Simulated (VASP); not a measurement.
Method: PBE0 hybrid, VASP's PBE PAW potentials (set 64) (plane waves; VASP).

VASP ran on this input.

### INCAR
```
AEXX = 0.25
ALGO = Normal
EDIFF = 1E-6
ENCUT = 300
GGA = PE
HFRCUT = -1
ISIF = 2
ISMEAR = 0
ISYM = 3
LASPH = .TRUE.
LCHARG = .FALSE.
LHFCALC = .TRUE.
LMAXMIX = 4
LREAL = .FALSE.
LWAVE = .FALSE.
NELM = 100
PREC = Accurate
PRECFOCK = Fast
SIGMA = 0.01
SYSTEM = CsBr
```

**KPOINTS**
```
Automatic mesh
0
Gamma
4 4 4
0 0 0
```

### POSCAR
```
CsBr
1
    4.3256200000     0.0000000000     0.0000000000
    0.0000000000     4.3256200000     0.0000000000
    0.0000000000     0.0000000000     4.3256200000
Cs Br
1 1
Direct
 -0.0007860000  -0.0104460000  -0.0042210000
  0.5007860000   0.5104460000   0.5042210000
```

POTCAR, in this order: Cs_sv Br (PBE.64 set). Program: vasp_std.

Gaps are read on the run's mesh, which can miss a band edge. Unless said otherwise, spin-orbit coupling is left out, though it shifts the bands of the heavy elements here.

**Question.** Predict the energy per atom (σ→0), largest force, band gap (on the k-mesh).

**Answer.** 
| Property | Result |
|---|---|
| energy per atom (σ→0) | -3.751 eV/atom |
| band gap (on the k-mesh) | 6.29 eV |
| largest force | 0.074 eV/Å |

File OSZICAR:
```
...
DAV:  14    -0.750172159073E+01   -0.23187E-04   -0.30333E-05  1032   0.444E-02    0.338E-02
DAV:  15    -0.750173709175E+01   -0.15501E-04   -0.13655E-05  1040   0.298E-02    0.225E-02
DAV:  16    -0.750174623054E+01   -0.91388E-05   -0.59939E-06  1020   0.200E-02    0.152E-02
DAV:  17    -0.750175126450E+01   -0.50340E-05   -0.26434E-06  1016   0.135E-02    0.103E-02
DAV:  18    -0.750175392459E+01   -0.26601E-05   -0.11110E-06   724   0.914E-03    0.693E-03
DAV:  19    -0.750175529991E+01   -0.13753E-05   -0.64811E-07   692   0.691E-03    0.477E-03
DAV:  20    -0.750175601109E+01   -0.71119E-06   -0.27713E-07   620   0.441E-03
   1 F= -.75017560E+01 E0= -.75017560E+01  d E =-.169330E-11
```

The structure comes from a computed database's CsBr entry; how it stands against other phases isn't given here. The cell was not relaxed at this level, atoms are displaced from their ideal sites. The run is one of a series of settings (KPOINTS 4×4×4 Γ-centred mesh against the base run), some of them coarse on purpose.
